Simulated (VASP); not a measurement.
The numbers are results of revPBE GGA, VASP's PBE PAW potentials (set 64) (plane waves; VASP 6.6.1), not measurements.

A VASP calculation is set up with these files.

**KPOINTS**
```
Regular mesh
0
G
9 9 3
0 0 0
```

### INCAR
```
ALGO = Normal
EDIFF = 1E-6
EDIFFG = -0.02
ENCUT = 520
GGA = RE
IBRION = 2
ISIF = 3
ISMEAR = 0
LASPH = T
LCHARG = F
LREAL = F
LWAVE = F
NELM = 100
NSW = 60
PREC = Accurate
SIGMA = 0.05
SYSTEM = BN
```

### POSCAR
```
BN
1.0
  1.2608745218  -2.1838991306   0.0000000000
  1.2608745218   2.1838991306   0.0000000000
  0.0000000000   0.0000000000   8.1142961010
B N
2 2
direct
  0.3333330000   0.6666670000   0.2500000000
  0.6666670000   0.3333330000   0.7500000000
  0.6666670000   0.3333330000   0.2500000000
  0.3333330000   0.6666670000   0.7500000000
```

POTCAR, in this order: B N (PBE.64 set). Program: vasp_std.

Output

OSZICAR:
```
...
DAV:   4    -0.340487600942E+02    0.69762E-03   -0.21538E-03   720   0.414E-01    0.563E-02
DAV:   5    -0.340486340338E+02    0.12606E-03   -0.63618E-04   716   0.207E-01    0.335E-02
DAV:   6    -0.340486491018E+02   -0.15068E-04   -0.72400E-05   616   0.929E-02    0.351E-03
DAV:   7    -0.340486508704E+02   -0.17686E-05   -0.25403E-06   664   0.167E-02    0.362E-03
DAV:   8    -0.340486516426E+02   -0.77218E-06   -0.81175E-07   540   0.941E-03
   4 F= -.34048652E+02 E0= -.34048652E+02  d E =-.229377E-02
       N       E                     dE             d eps       ncg     rms          rms(c)
DAV:   1    -0.340487240452E+02   -0.73175E-04   -0.50723E-04   632   0.198E-01    0.197E-02
DAV:   2    -0.340487107654E+02    0.13280E-04   -0.18930E-05   656   0.397E-02    0.811E-03
DAV:   3    -0.340487078305E+02    0.29349E-05   -0.64911E-06   700   0.197E-02    0.307E-03
DAV:   4    -0.340487074331E+02    0.39741E-06   -0.78908E-07   412   0.838E-03
   5 F= -.34048707E+02 E0= -.34048707E+02  d E =-.557905E-04
       N       E                     dE             d eps       ncg     rms          rms(c)
DAV:   1    -0.340490229294E+02   -0.31510E-03   -0.46333E-03   604   0.598E-01    0.588E-02
DAV:   2    -0.340489035467E+02    0.11938E-03   -0.17077E-04   644   0.120E-01    0.243E-02
DAV:   3    -0.340488765888E+02    0.26958E-04   -0.60080E-05   704   0.599E-02    0.924E-03
DAV:   4    -0.340488731622E+02    0.34266E-05   -0.83135E-06   740   0.255E-02    0.357E-03
DAV:   5    -0.340488725610E+02    0.60119E-06   -0.21501E-06   576   0.124E-02
   6 F= -.34048873E+02 E0= -.34048873E+02  d E =-.220918E-03
       N       E                     dE             d eps       ncg     rms          rms(c)
DAV:   1    -0.340497897515E+02   -0.91659E-03   -0.18573E-02   604   0.120E+00    0.117E-01
DAV:   2    -0.340493171721E+02    0.47258E-03   -0.67815E-04   636   0.239E-01    0.487E-02
DAV:   3    -0.340492098356E+02    0.10734E-03   -0.24044E-04   708   0.120E-01    0.184E-02
DAV:   4    -0.340491963634E+02    0.13472E-04   -0.32801E-05   740   0.506E-02    0.709E-03
DAV:   5    -0.340491941002E+02    0.22633E-05   -0.91664E-06   704   0.246E-02    0.409E-03
DAV:   6    -0.340491941121E+02   -0.11882E-07   -0.78342E-07   456   0.103E-02
   7 F= -.34049194E+02 E0= -.34049194E+02  d E =-.542469E-03
       N       E                     dE             d eps       ncg     rms          rms(c)
DAV:   1    -0.340521875783E+02   -0.29935E-02   -0.74056E-02   604   0.239E+00    0.235E-01
DAV:   2    -0.340502926691E+02    0.18949E-02   -0.27194E-03   632   0.478E-01    0.972E-02
DAV:   3    -0.340498643777E+02    0.42829E-03   -0.96009E-04   704   0.239E-01    0.367E-02
DAV:   4    -0.340498101496E+02    0.54228E-04   -0.13200E-04   740   0.101E-01    0.142E-02
DAV:   5    -0.340498011713E+02    0.89784E-05   -0.37071E-05   700   0.494E-02    0.817E-03
DAV:   6    -0.340498015107E+02   -0.33942E-06   -0.33999E-06   604   0.207E-02
   8 F= -.34049802E+02 E0= -.34049802E+02  d E =-.114987E-02
       N       E                     dE             d eps       ncg     rms          rms(c)
DAV:   1    -0.340603211752E+02   -0.10520E-01   -0.29272E-01   604   0.474E+00    0.467E-01
DAV:   2    -0.340528187234E+02    0.75025E-02   -0.10702E-02   636   0.948E-01    0.193E-01
DAV:   3    -0.340511149894E+02    0.17037E-02   -0.38168E-03   704   0.477E-01    0.730E-02
DAV:   4    -0.340508990666E+02    0.21592E-03   -0.52688E-04   724   0.202E-01    0.284E-02
DAV:   5    -0.340508627702E+02    0.36296E-04   -0.14933E-04   704   0.989E-02    0.162E-02
DAV:   6    -0.340508646235E+02   -0.18533E-05   -0.13751E-05   624   0.414E-02    0.194E-03
DAV:   7    -0.340508649552E+02   -0.33175E-06   -0.67763E-07   492   0.820E-03
   9 F= -.34050865E+02 E0= -.34050865E+02  d E =-.221331E-02
       N       E                     dE             d eps       ncg     rms          rms(c)
DAV:   1    -0.340895773566E+02   -0.38713E-01   -0.11441E+00   608   0.934E+00    0.923E-01
DAV:   2    -0.340601127593E+02    0.29465E-01   -0.41535E-02   644   0.187E+00    0.382E-01
DAV:   3    -0.340533848782E+02    0.67279E-02   -0.15100E-02   704   0.947E-01    0.145E-01
DAV:   4    -0.340525261044E+02    0.85877E-03   -0.21037E-03   720   0.402E-01    0.569E-02
DAV:   5    -0.340523738714E+02    0.15223E-03   -0.60866E-04   704   0.199E-01    0.321E-02
DAV:   6    -0.340523810396E+02   -0.71681E-05   -0.54758E-05   620   0.827E-02    0.386E-03
DAV:   7    -0.340523822966E+02   -0.12571E-05   -0.29588E-06   636   0.160E-02    0.310E-03
DAV:   8    -0.340523829486E+02   -0.65196E-06   -0.51716E-07   460   0.798E-03
  10 F= -.34052383E+02 E0= -.34052383E+02  d E =-.373131E-02
       N       E                     dE             d eps       ncg     rms          rms(c)
DAV:   1    -0.341962380630E+02   -0.14386E+00   -0.43754E+00   612   0.182E+01    0.180E+00
DAV:   2    -0.340828940797E+02    0.11334E+00   -0.15654E-01   640   0.364E+00    0.747E-01
DAV:   3    -0.340566338830E+02    0.26260E-01   -0.59230E-02   704   0.187E+00    0.285E-01
DAV:   4    -0.340532795507E+02    0.33543E-02   -0.82889E-03   720   0.792E-01    0.113E-01
DAV:   5    -0.340526074505E+02    0.67210E-03   -0.25045E-03   704   0.398E-01    0.625E-02
DAV:   6    -0.340526303339E+02   -0.22883E-04   -0.21810E-04   628   0.165E-01    0.767E-03
DAV:   7    -0.340526343136E+02   -0.39797E-05   -0.11457E-05   708   0.302E-02    0.687E-03
DAV:   8    -0.340526363207E+02   -0.20071E-05   -0.17772E-06   568   0.144E-02    0.263E-03
DAV:   9    -0.340526363360E+02   -0.15320E-07   -0.64464E-07   444   0.676E-03
  11 F= -.34052636E+02 E0= -.34052636E+02  d E =-.398469E-02
       N       E                     dE             d eps       ncg     rms          rms(c)
DAV:   1    -0.340819032914E+02   -0.29267E-01   -0.90240E-01   608   0.837E+00    0.823E-01
DAV:   2    -0.340590368712E+02    0.22866E-01   -0.33087E-02   636   0.164E+00    0.338E-01
DAV:   3    -0.340538656609E+02    0.51712E-02   -0.11623E-02   696   0.828E-01    0.129E-01
DAV:   4    -0.340531378900E+02    0.72777E-03   -0.16811E-03   720   0.354E-01    0.505E-02
DAV:   5    -0.340530187522E+02    0.11914E-03   -0.46344E-04   696   0.174E-01    0.294E-02
DAV:   6    -0.340530146761E+02    0.40762E-05   -0.41916E-05   652   0.709E-02    0.344E-03
DAV:   7    -0.340530155244E+02   -0.84832E-06   -0.22040E-06   540   0.143E-02
  12 F= -.34053016E+02 E0= -.34053016E+02  d E =-.436388E-02
       N       E                     dE             d eps       ncg     rms          rms(c)
DAV:   1    -0.340542163470E+02   -0.12017E-02   -0.34281E-02   576   0.162E+00    0.129E-01
DAV:   2    -0.340535877664E+02    0.62858E-03   -0.71503E-04   632   0.241E-01    0.650E-02
DAV:   3    -0.340533563746E+02    0.23139E-03   -0.44303E-04   704   0.158E-01    0.228E-02
DAV:   4    -0.340533402006E+02    0.16174E-04   -0.56045E-05   736   0.658E-02    0.883E-03
DAV:   5    -0.340533374261E+02    0.27745E-05   -0.17466E-05   704   0.346E-02    0.583E-03
DAV:   6    -0.340533374377E+02   -0.11588E-07   -0.22171E-06   472   0.163E-02
  13 F= -.34053337E+02 E0= -.34053337E+02  d E =-.321913E-03
       N       E                     dE             d eps       ncg     rms          rms(c)
DAV:   1    -0.340548440988E+02   -0.15067E-02   -0.53363E-02   576   0.202E+00    0.161E-01
DAV:   2    -0.340538725944E+02    0.97150E-03   -0.11054E-03   632   0.300E-01    0.809E-02
DAV:   3    -0.340535137435E+02    0.35885E-03   -0.69005E-04   704   0.197E-01    0.284E-02
DAV:   4    -0.340534892307E+02    0.24513E-04   -0.87243E-05   732   0.821E-02    0.111E-02
DAV:   5    -0.340534848935E+02    0.43373E-05   -0.27338E-05   700   0.432E-02    0.726E-03
DAV:   6    -0.340534849545E+02   -0.60988E-07   -0.37588E-06   644   0.203E-02
  14 F= -.34053485E+02 E0= -.34053485E+02  d E =-.469430E-03
```

File OUTCAR:
```
------------------------ aborting loop because EDIFF is reached ----------------------------------------
  FORCE on cell =-STRESS in cart. coord.  units (eV):
  Direction    XX          YY          ZZ          XY          YZ          ZX
  --------------------------------------------------------------------------------------
  Total        0.0162613      0.0162613      0.0014878     -0.0000000      0.0000000      0.0000000
  in kB        0.5476465      0.5476467      0.0501070     -0.0000000      0.0000000      0.0000000
  external PRESSURE =       0.3818001 kB  Pullay stress =       0.0000000 kB
  volume of cell :       47.57
      direct lattice vectors                 reciprocal lattice vectors
     1.260639156 -2.183491466 -0.000000000     0.396624202 -0.228991048  0.000000000
     1.260639156  2.183491466  0.000000000     0.396624202  0.228991048  0.000000000
    -0.000000000  0.000000000  8.641579419     0.000000000 -0.000000000  0.115719587
  FREE ENERGIE OF THE ION-ELECTRON SYSTEM (eV)
  ---------------------------------------------------
  free  energy   TOTEN  =       -34.0534849545 eV

  energy  without entropy=      -34.0534849545  energy(sigma->0) =      -34.05348495

 reached required accuracy - stopping structural energy minimisation
```
(Selected blocks of OUTCAR.)

File CONTCAR:
```
BN
   1.00000000000000
     1.2606391564937121   -2.1834914656739604   -0.0000000000000000
     1.2606391564937121    2.1834914656739604    0.0000000000000000
    -0.0000000000000000    0.0000000000000000    8.6415794192107303
  B               N
     2     2
Direct
     0.3333330000000032    0.6666669999999968    0.2500000000000000
     0.6666669999999968    0.3333330000000032    0.7500000000000000
     0.6666669999999968    0.3333330000000032    0.2500000000000000
     0.3333330000000032    0.6666669999999968    0.7500000000000000
```

Energy and stress use the plane-wave basis of the starting cell. Without a dispersion term in the relaxation, distances and binding between the weakly bound layers, chains or molecules are unreliable, and so is what depends on them.

The compound is BN in the hex structure. This run relaxes it. Symmetry was kept, so distortions that lower it aren't found. The start is the result of an earlier pass.
